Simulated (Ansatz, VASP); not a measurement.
## Cross-check of TiC between VASP and Ansatz

One calculation is typed for both programs; each brings its own data sets. How far apart do they land? The structure shown is the end of the Ansatz relaxation below.

Main program and level: Ansatz 0.2.0; plane waves, with VASP 6.6.1 beside it; single point at LDA.

## (1) Starting point

It takes space group Immm (No. 71, orthorhombic). Conventional cell: a = 2.980 Å, b = 3.133 Å, c = 4.236 Å, α = 90.00°, β = 90.00°, γ = 90.00°. C has 6 Ti at 2.12 to 2.16 Å nearest. Ti has 6 C at 2.12 to 2.16 Å nearest. Farther neighbours are not listed.

## (2) Ansatz: relaxation, LDA

Ansatz runs on its PAW soft_1 files.

This run makes the geometry at which the two programs are then compared.

File input.yaml:

```yaml
crystal:
  lattice:
    - [0.0515654642, 2.1640644497, 2.1209986751]
    - [2.1640644497, 0.0515654642, 2.1209986751]
    - [2.2156299139, 2.2156299139, 0.0]
  atoms:
    - { symbol: C, position: [0.5, 0.5, 0.5] }
    - { symbol: Ti, position: [0.0, 0.0, 0.0] }
  conventional_axes: [[0, 0, 1], [1, -1, 0], [1, 1, -1]]
kpoints:
  mp_grid: { grid: [16, 16, 16] }
hamiltonian:
  xc: lda
  pseudopotentials: { kind: paw, azcp: { folder: soft_1 }, xc_functional: pbe }
scf:
  occupations: { method: methfessel_paxton, width: 0.2 }
output:
  forces: true
  stress: true
  eigenvalues: true
relax:
  adjacent_minimum: "off"
  f_tol: 0.001
  max_steps: 60
  cell: { stress_tol: 0.01, fix: [a, angles] }
```

The run is started by

```console
ansatz run input.yaml --threads 4 --pin off --max-ram 10240MiB --backend cpu --events-out ev --progress --plain --runs-dir out
```

Numbers of over 12 decimals in the logs are rounded to 6 here.

The program printed:

```text
Engine: ansatz 0.2.0, x86_64-unknown-linux-gnu
Pseudopotentials: kind: paw
Pseudopotential: C, paw, valence charge 4, recommended cutoff 420 eV (normal), soft_1/C.paw.azcp
Pseudopotential: Ti, paw, valence charge 12, recommended cutoff 420 eV (normal), soft_1/Ti.paw.azcp
Functional definition: SPW92
  exchange = slater_x
  correlation = pw_c
Crystal: 2 atoms, lattice volume = 19.855 Å³
Basis set: ecut = 420 eV, 371 PW (Γ)
Bands: 12, of which v1, the nominal top of the filled ones, is band 8 counted from 1 (7 counted from 0)
Symmetry: 8 space group operations
Space group: Immm (ITA 71), of the structure as read, at distance tolerance 2.7e-5 Å
k-points: 621 of 4096
Non-local potential: C, projectors of the file, l = 0: 2, l = 1: 2, l = 2: 1
Non-local potential: Ti, projectors of the file, l = 0: 3, l = 1: 2, l = 2: 3, l = 3: 1
PAW form: soft (Blöchl's): semilocal exchange-correlation on the pseudo side does not see the compensation charge
PAW frozen core: C, regenerated for the run's functional, and the local potential with it (the file was generated under x = pbe(κ = 0.804, μ = 0.219515), c = pbe(β = 0.066725))
PAW frozen core: Ti, regenerated for the run's functional, and the local potential with it (the file was generated under x = pbe(κ = 0.804, μ = 0.219515), c = pbe(β = 0.066725))
PAW one-centre angular grid: C, 110 points (default); XC on 64 Gauss nodes
PAW one-centre angular grid: Ti, 590 points (default); XC on 64 Gauss nodes
Initial density: superposition of atomic densities (chi_scale 0.1, normalization cell, long waves kept (reshape's long-wave potential 0.00 eV rms))
Initial wavefunctions: pseudopotential atomic-orbital guess
Functional: x = slater, c = lda
SCF iter   1: F=—  HF=-2696.162514 eV  |F-HF|=—  |Δ(HF+E_count)|=         —  Δρ=1.41e-1  dr2=5.09e0  ethr=3.10e-3  ⟨swp⟩=4.2  Hψ=35801  notcnv=0
preconditioner: auto → none  [metal: Δε(μ)=0.009 eV  Ē_g=9.067 eV  σ=0.200 eV  W_gap=0.04  n_scr=8 (ndim 8)  ℏωp=23.6 eV  f_vac=0.000  D(μ)=0.20/eV (n_scr^D=0)  sad-step TF]
SCF iter   2: F=—  HF=-2695.645123 eV  |F-HF|=—  |Δ(HF+E_count)|=   5.17e-1  S|Δr|=    0.00e0  Δρ=9.79e-2  dr2=2.51e0  ethr=3.10e-3  ⟨swp⟩=2.0  Hψ=14801  notcnv=0
SCF iter   3: F=—  HF=-2695.149338 eV  |F-HF|=—  |Δ(HF+E_count)|=   4.96e-1  S|Δr|=    0.00e0  Δρ=1.14e-2  dr2=1.81e-2  ethr=3.10e-3  ⟨swp⟩=2.9  Hψ=15881  notcnv=1
SCF iter   4: F=—  HF=-2695.143516 eV  |F-HF|=—  |Δ(HF+E_count)|=   5.82e-3  S|Δr|=    0.00e0  Δρ=1.47e-3  dr2=1.67e-4  ethr=1.13e-4  ⟨swp⟩=2.6  Hψ=18106  notcnv=0
SCF iter   5: F=—  HF=-2695.143677 eV  |F-HF|=—  |Δ(HF+E_count)|=   1.61e-4  S|Δr|=    0.00e0  Δρ=3.49e-4  dr2=1.70e-5  ethr=1.04e-6  ⟨swp⟩=2.0  Hψ=9948  notcnv=0
SCF iter   6: F=—  HF=-2695.143674 eV  |F-HF|=—  |Δ(HF+E_count)|=   2.98e-6  S|Δr|=    0.00e0  Δρ=3.18e-5  dr2=1.66e-7  ethr=1.06e-7  ⟨swp⟩=2.0  Hψ=11870  notcnv=0
SCF iter   7: F=-2695.143674 eV  HF=-2695.143674 eV  |F-HF|=1.08e-9  |Δ(HF+E_count)|=   4.49e-8  S|Δr|=    0.00e0  Δρ=3.22e-6  dr2=1.53e-9  ethr=6.25e-10  ⟨swp⟩=4.9  Hψ=29770  notcnv=0
SCF 1 converged in 7 iterations: F = -2695.143674 eV  dr2 = 1.53e-9
  greatest PAW one-centre occupation: 0.998 electrons in one spin orbital (limit 2), on the Ti atom at site 1 (counted from 0), in its partial waves of l = 0
relax step   1: F+E_penalty+E_count = -2695.14367436 eV  Δ(F+E_penalty+E_count) = +0.000e0 eV  max|allowed force component| = 5.522e-30 eV/Å  Δτ_max = 0.0000 Å  P = -6.839 GPa  Ω = 19.855 Å³  fix = [a, alpha, beta, gamma]  reactions: a -17.927 GPa  (7 SCF iters, dr2 threshold 1.00e-7 eV, accepted)
[...]
relax step   2: F+E_penalty+E_count = -2695.14411002 eV  Δ(F+E_penalty+E_count) = -4.357e-4 eV  max|allowed force component| = 4.930e-31 eV/Å  Δτ_max = 0.0000 Å  P = -5.815 GPa  Ω = 19.776 Å³  energy of the carried Pulay correction = +1.166e-4 eV  fix = [a, alpha, beta, gamma]  reactions: a -17.441 GPa  (4 SCF iters, dr2 threshold 2.00e-7 eV, accepted)
[...]
relax step   3: F+E_penalty+E_count = -2695.14411106 eV  Δ(F+E_penalty+E_count) = -1.044e-6 eV  max|allowed force component| = 3.944e-30 eV/Å  Δτ_max = 0.0000 Å  P = -5.834 GPa  Ω = 19.778 Å³  energy of the carried Pulay correction = +1.139e-4 eV  fix = [a, alpha, beta, gamma]  reactions: a -17.456 GPa  (3 SCF iters, dr2 threshold 4.15e-8 eV, accepted)
[...]
relax step   4: F+E_penalty+E_count = -2695.14411335 eV  Δ(F+E_penalty+E_count) = -2.285e-6 eV  max|allowed force component| = 1.726e-31 eV/Å  Δτ_max = 0.0000 Å  P = -5.818 GPa  Ω = 19.777 Å³  energy of the carried Pulay correction = +1.152e-4 eV  fix = [a, alpha, beta, gamma]  reactions: a -17.453 GPa  (3 SCF iters, dr2 threshold 1.54e-8 eV, accepted)
[...]
relax step   5: F+E_penalty+E_count = -2695.14400260 eV  Δ(F+E_penalty+E_count) = +1.107e-4 eV  max|allowed force component| = 2.958e-31 eV/Å  Δτ_max = 0.0000 Å  P = -5.825 GPa  Ω = 19.777 Å³  fix = [a, alpha, beta, gamma]  reactions: a -17.457 GPa  stress off target by 9.38e-3 GPa on what of the cell is left free  SCF on the basis re-selected at this cell (its energy is not comparable with the rows above)  (4 SCF iters)
basis re-selected at this cell: Δ(F+E_penalty+E_count) = +1.107e-4 eV, ΔP = -0.007 GPa vs the last step (what re-selecting the basis moved, of the pressure what is left beyond the Pulay correction that the steps carried, after the strain that the cell walked since its last selection, with what the two solves' SCF thresholds leave and, on support functions, any second-order correction that the steps lacked; it is no m [...]
SCF converged after 4 iterations
Stability not checked: this state was not tested for a lower state beside it, because cold or Methfessel-Paxton smearing, or corrected tetrahedra, fill the levels in a way that the test cannot read (fill_not_monotonic; see scf.lower_state_search)
Free energy (F): -2695.144003 eV
Harris-Foulkes:  -2695.144003 eV  (|F-HF|=9.09e-13)
Internal energy: -2695.143861 eV  (E = F + TS)
E sigma→0 (E₀):  -2695.143967 eV
Entropy (-TS):   -0.000142 eV (-0.071 meV/atom)
Fermi energy:    14.800695 eV
--- Per-component energies (eV) ---
  E_band       = -106.167663
  E_kinetic    = 367.341676
  E_local      = -818.405535  (includes V_loc(G=0)·N_el)
  E_nonlocal   = 88.422128
  E_hartree    = 321.586482
  E_xc         = -163.612609
  E_vxc        = -205.145782  (∫ρ·V_xc dr)
  E_paw        = -1085.165653  (= ΣΔE_a)
  E_vpaw       = -181.553039  (= ΣTr[D̂ρ^β])
  E_aug_tail   = -0.000066  (compensation charges beyond the density's cutoff)
  E_ewald      = -1405.699068
  E_core_change = 0.388783  (= ΣΔE_core)
  E_smearing   = -0.000142  (= −TS)
  E_closure    = -0.000000  (closes the sum)
  Σ components = -2695.144003   (vs F -2695.144003, Δ=0.00e0)
--- Forces (eV/Å), atoms counted from 1 ---
  atom   1  C      0.00000000     0.00000000    -0.00000000
  atom   2  Ti     0.00000000     0.00000000    -0.00000000
  max |Σ_I F_I| component: 9.86e-31 eV/Å
--- Stress (GPa, compression-positive) ---
       -8.733002      -8.723626      -0.000000
       -8.723626      -8.733002      -0.000000
       -0.000000      -0.000000      -0.007904
  P = ⅓ Tr σ = -5.8246 GPa (-58.246 kbar)
--- Band table (eV; the first three rows and the last of 621) ---
  k-point 0: bands = [... 4 lower, 2.4297, 15.1358, 15.4860, 15.6248, 16.2827, 16.5019, 16.5471, 16.6503]
  k-point 1: bands = [... 4 lower, 2.5194, 14.7789, 15.1691, 15.4090, 15.8845, 15.9546, 16.6333, 17.5851]
  k-point 2: bands = [... 4 lower, 2.7828, 13.9316, 14.4313, 14.6547, 15.8830, 16.0476, 17.0205, 18.6226]
  k-point 620: bands = [... 4 lower, 4.7484, 11.5312, 13.0014, 14.3584, 15.0361, 17.6305, 18.3960, 18.4177]
--- Relaxed structure (4 steps of the walk, 4 accepted, 1 SCFs on fresh bases) ---
  F+E_penalty+E_count = -2695.14400260 eV   max|allowed force component| = 2.958e-31 eV/Å   (the final SCF, on the basis selected at the relaxed cell)
  cell:  # Å, volume = 19.7767 Å³
    - [0.054192, 2.161438, 2.117927]
    - [2.161438, 0.054192, 2.117927]
    - [2.2156299139, 2.2156299139, 0.0]
  atoms:
    - { symbol: C, position: [0.5, 0.5, 0.5] }
    - { symbol: Ti, position: [0, 0, 0] }
```

## (3) VASP: single point, LDA, pair 1

The same cell, functional (in two slightly different forms), mesh and smearing now go to VASP, with its own data sets.

Lines of VASP's logs that name or quote its potential files are left out, and so is its time.

File INCAR:

```
SYSTEM = TiC
PREC = Accurate
ENCUT = 600
EDIFF = 1E-06
NELM = 120
ISMEAR = 1
SIGMA = 0.2
LREAL = .FALSE.
ALGO = Normal
GGA = CA
NBANDS = 14
LASPH = .TRUE.
LORBIT = 11
LWAVE = .FALSE.
LCHARG = .FALSE.
ISIF = 2
GGA_COMPAT = .FALSE.
KPAR = 2
```

File POSCAR:

```
TiC
1.0
    0.0541920790      2.1614378349      2.1179269597
    2.1614378349      0.0541920790      2.1179269597
    2.2156299139      2.2156299139      0.0000000000
C Ti
1 1
Direct
    0.5000000000      0.5000000000      0.5000000000
    0.0000000000      0.0000000000      0.0000000000
```

File KPOINTS:

```
Automatic mesh
0
Gamma
16 16 16
0 0 0
```

PAW data sets: C and Ti_sv (LDA family, release 64).

The run is started by

```console
mpirun -np 2 vasp_std
```

The program printed:

```text
[banner, memory and clock lines left out]
running    2 mpi-ranks, on    1 nodes
 distrk:  each k-point on    1 cores,    2 groups
 distr:  one band on    1 cores,    1 groups

 POSCAR found type information on POSCAR C Ti
 POSCAR found :  2 types and       2 ions
 LDA part: xc-table for (Slater(with rela. corr.)+CA(PZ))
 , standard interpolation
 POSCAR, INCAR and KPOINTS ok, starting setup
 FFT: planning ... GRIDC
 FFT: planning ... GRID_SOFT
 FFT: planning ... GRID
 WAVECAR not read
 entering main loop
       N       E                     dE             d eps       ncg     rms          rms(c)
DAV:   1     0.125313991404E+03    0.12531E+03   -0.88906E+03 17410   0.151E+03
DAV:   2    -0.172700952091E+02   -0.14258E+03   -0.13421E+03 18516   0.370E+02
DAV:   3    -0.256326951570E+02   -0.83626E+01   -0.81849E+01 22812   0.865E+01
DAV:   4    -0.259780631665E+02   -0.34537E+00   -0.34505E+00 22100   0.160E+01
DAV:   5    -0.259868842753E+02   -0.88211E-02   -0.88206E-02 23022   0.220E+00    0.185E+01
DAV:   6    -0.212102211610E+02    0.47767E+01   -0.13358E+01 25098   0.605E+01    0.707E+00
DAV:   7    -0.205518472144E+02    0.65837E+00   -0.23890E+00 21058   0.233E+01    0.519E+00
DAV:   8    -0.205212955459E+02    0.30552E-01   -0.12040E-01 19380   0.383E+00    0.355E+00
DAV:   9    -0.205017320954E+02    0.19563E-01   -0.11640E-01 21584   0.427E+00    0.657E-01
DAV:  10    -0.205013769628E+02    0.35513E-03   -0.11208E-02 23398   0.133E+00    0.638E-01
DAV:  11    -0.204992090057E+02    0.21680E-02   -0.50354E-03 18984   0.107E+00    0.188E-01
DAV:  12    -0.204991489934E+02    0.60012E-04   -0.32677E-04 20442   0.193E-01    0.484E-02
DAV:  13    -0.204991386521E+02    0.10341E-04   -0.34395E-05 20448   0.491E-02    0.914E-03
DAV:  14    -0.204991381045E+02    0.54764E-06   -0.14822E-06 17990   0.187E-02
   1 F= -.20499138E+02 E0= -.20499093E+02  d E =-.134250E-03
```

From OUTCAR (step 3):

```text
ion  position               nearest neighbor table
   1  0.500  0.500  0.500-   2 2.12   2 2.12   2 2.16   2 2.16   2 2.16   2 2.16
   2  0.000  0.000  0.000-   1 2.12   1 2.12   1 2.16   1 2.16   1 2.16   1 2.16

  LATTYP: Found a body centered orthorhombic cell.
 ALAT       =     2.9800955272
 B/A-ratio  =     1.0514340379
 C/A-ratio  =     1.4213819257

 Subroutine GETGRP returns: Found  8 space group operations
 (whereof  8 operations were pure point group operations)

The static configuration has the point symmetry D_2h.

 Found    621 irreducible k-points:

   k-points           NKPTS =    621   k-points in BZ     NKDIM =    621   number of bands    NBANDS=     14

   dimension x,y,z NGX =    24 NGY =   24 NGZ =   28
   dimension x,y,z NGXF=    48 NGYF=   48 NGZF=   56

   ENCUT  =  600.0 eV  44.10 Ry    6.64 a.u.   6.04  6.04  6.26*2*pi/ulx,y,z

   NELECT =      16.0000    total number of electrons

 k-points in reciprocal lattice and weights: Automatic mesh
   0.00000000  0.00000000  0.00000000       0.000
   0.06250000 -0.00000000  0.00000000       0.001
   0.12500000 -0.00000000  0.00000000       0.001
   0.18750000  0.00000000  0.00000000       0.001
   0.25000000 -0.00000000  0.00000000       0.001
   0.31250000 -0.00000000  0.00000000       0.001
   0.37500000  0.00000000  0.00000000       0.001
   0.43750000 -0.00000000  0.00000000       0.001
   0.50000000 -0.00000000  0.00000000       0.000
[...]
0.25000000  0.25000000  0.50000000       0.000
  -0.25000000  0.25000000  0.50000000       0.000

 average (electrostatic) potential at core
       1 -48.4458       2 -70.8006

 E-fermi :   9.5767

 k-point     1 :       0.0000    0.0000    0.0000
  band No.  band energies     occupation
      1     -46.2430      2.00000
      2     -22.6606      2.00000
      3     -22.6196      2.00000
      4     -22.6191      2.00000
      5      -2.7809      2.00000
      6       9.9089     -0.04059
      7      10.2572     -0.00002
      8      10.3967     -0.00000
      9      11.0563     -0.00000
     10      11.2681     -0.00000
    ...

 k-point     2 :       0.0625   -0.0000    0.0000
  band No.  band energies     occupation
      1     -46.2394      2.00000
      2     -22.6629      2.00000
      3     -22.6429      2.00000
      4     -22.6219      2.00000
      5      -2.6859      2.00000
      6       9.7388      0.01471
      7       9.9301     -0.03149
      8      10.1897     -0.00013
      9      10.4109     -0.00000
     10      10.5717     -0.00000
    ...

 k-point     3 :       0.1250   -0.0000    0.0000
  band No.  band energies     occupation
    ...
      4     -22.6289      2.00000
      5      -2.4071      2.00000
      6       9.0011      2.00036
      7       9.0652      2.00178
      8       9.3768      2.05017
      9      10.4401     -0.00000
     10      10.6626     -0.00000
     11      11.8995     -0.00000
     12      13.3393     -0.00000
     13      13.5832      0.00000
    ...

  Total       -1.0124901     -1.0124901      0.0751901     -1.0714200      0.0000000      0.0000000
  in kB      -82.0253264    -82.0253264      6.0914102    -86.7994463      0.0000000      0.0000000
  external PRESSURE =     -52.6530809 kB  Pullay stress =       0.0000000 kB

  energy-cutoff  :      600.00
  volume of cell :       19.78
      direct lattice vectors                 reciprocal lattice vectors
     0.054192079  2.161437835  2.117926960    -0.237276549  0.237276549  0.236079907
     2.161437835  0.054192079  2.117926960     0.237276549 -0.237276549  0.236079907
     2.215629914  2.215629914  0.000000000     0.225669457  0.225669457 -0.236079907

 POSITION                                       TOTAL-FORCE (eV/Angst)
 -----------------------------------------------------------------------------------
      2.21563      2.21563      2.11793         0.000000     -0.000000      0.000000
      0.00000      0.00000      0.00000         0.000000      0.000000      0.000000
 -----------------------------------------------------------------------------------
    total drift:                                0.000000     -0.000000     -0.000000

  FREE ENERGIE OF THE ION-ELECTRON SYSTEM (eV)
  ---------------------------------------------------
  free  energy   TOTEN  =       -20.4991381045 eV

  energy  without entropy=      -20.4990038546  energy(sigma->0) =      -20.49909335

 total charge
# of ion       s       p       d       tot
------------------------------------------
    1        0.888   1.515   0.000   2.403
    2        2.207   6.263   2.017  10.487
--------------------------------------------------
tot          3.095   7.778   2.017  12.890

[... 3 further parts left out ...]
```

The run ends at a pressure of -5.27 GPa.

## (4) Differences

Known differences besides the potentials themselves: the two LDA forms differ slightly; the cutoff is 420 eV in Ansatz and 600 eV in VASP; VASP's log shows a relativistic correction to its local exchange, Ansatz's none; Ansatz's pressure holds a Pulay correction, VASP's none. Total energies have different zeros and are not compared.

Compared:

```
      quantity  Ansatz   VASP  difference
pressure (GPa)   -5.82  -5.27       -0.56
```

## (5) Ansatz: relaxation, LDA

This run makes the geometry at which the two programs are then compared. The cell compared in this pair holds 18.92 Å³, against 19.78 Å³ for the pair before.

The structure compared here is the end of the Ansatz relaxation.

input.yaml: that of step 2 with these lines changed.

```diff
@@ -2,5 +2,5 @@
   lattice:
-    - [0.0515654642, 2.1640644497, 2.1209986751]
-    - [2.1640644497, 0.0515654642, 2.1209986751]
-    - [2.2156299139, 2.2156299139, 0.0]
+    - [-0.053063103, 2.0982599466, 2.1399934181]
+    - [2.0982599466, -0.053063103, 2.1399934181]
+    - [2.0451968435, 2.0451968435, 0.0]
   atoms:
```

The run is started by

```console
ansatz run input.yaml --threads 4 --pin off --max-ram 10240MiB --backend cpu --events-out ev --progress --plain --runs-dir out
```

The program printed:

```text
[...]
Crystal: 2 atoms, lattice volume = 18.831 Å³
Basis set: ecut = 420 eV, 347 PW (Γ)
Bands: 12, of which v1, the nominal top of the filled ones, is band 8 counted from 1 (7 counted from 0)
Symmetry: 8 space group operations
[...]
k-points: 621 of 4096
[...]
k-point 620: bands = [... 4 lower, 5.2994, 11.9882, 13.6884, 15.3587, 16.1020, 18.5716, 19.3940, 19.3979]
--- Relaxed structure (4 steps of the walk, 4 accepted, 2 SCFs on fresh bases) ---
[...]
cell:  # Å, volume = 18.9248 Å³
    - [-0.056782, 2.101979, 2.143197]
    - [2.101979, -0.056782, 2.143197]
    - [2.0451968435, 2.0451968435, -4.778518358682156e-11]
  atoms:
    - { symbol: C, position: [0.5, 0.5, 0.5] }
    - { symbol: Ti, position: [0, 0, 0] }
[key lines of the parts left out:]
SCF converged after 3 iterations
Free energy (F): -2695.139231 eV
Fermi energy:    15.567004 eV
P = ⅓ Tr σ = 6.6153 GPa (66.153 kbar)
```

## (6) VASP: single point, LDA, pair 2

The same cell, functional (in two slightly different forms), mesh and smearing now go to VASP, with its own data sets.

INCAR is that of step 3.

File POSCAR:

```
TiC
1.0
   -0.0567819497      2.1019787932      2.1431971714
    2.1019787932     -0.0567819497      2.1431971714
    2.0451968435      2.0451968435      0.0000000000
C Ti
1 1
Direct
    0.5000000000      0.5000000000      0.5000000000
    0.0000000000      0.0000000000      0.0000000000
```

KPOINTS is that of step 3.

The run is started by

```console
mpirun -np 2 vasp_std
```

The program printed:

```text
[... set-up lines as in an earlier step ...]
 entering main loop
       N       E                     dE             d eps       ncg     rms          rms(c)
DAV:   1     0.126712655573E+03    0.12671E+03   -0.89150E+03 17400   0.153E+03
DAV:   2    -0.171165073741E+02   -0.14383E+03   -0.13542E+03 18306   0.374E+02
DAV:   3    -0.254927282004E+02   -0.83762E+01   -0.81531E+01 23082   0.865E+01
DAV:   4    -0.258494838632E+02   -0.35676E+00   -0.35641E+00 21698   0.161E+01
[...]
DAV:  12    -0.204900995033E+02    0.52325E-05   -0.33017E-04 19410   0.233E-01    0.257E-02
DAV:  13    -0.204900932748E+02    0.62285E-05   -0.14799E-05 25142   0.467E-02    0.775E-03
DAV:  14    -0.204900929256E+02    0.34929E-06   -0.56542E-07 11778   0.733E-03
   1 F= -.20490093E+02 E0= -.20490116E+02  d E =0.697931E-04
```

[end of part 1 of 2]

[Lines on the potential files, build, host, timing and source positions are cut from VASP's logs without a mark.]

[Logs are printed without paths, hosts, clocks, repeated set-up lines and the standing remarks that a program may print on its own settings, such as how far it seeks lower states.]

[Hosts, paths, dates, database ids (printed as entryN), source tags and the programs' standing remarks are cut or masked in the printed files.]
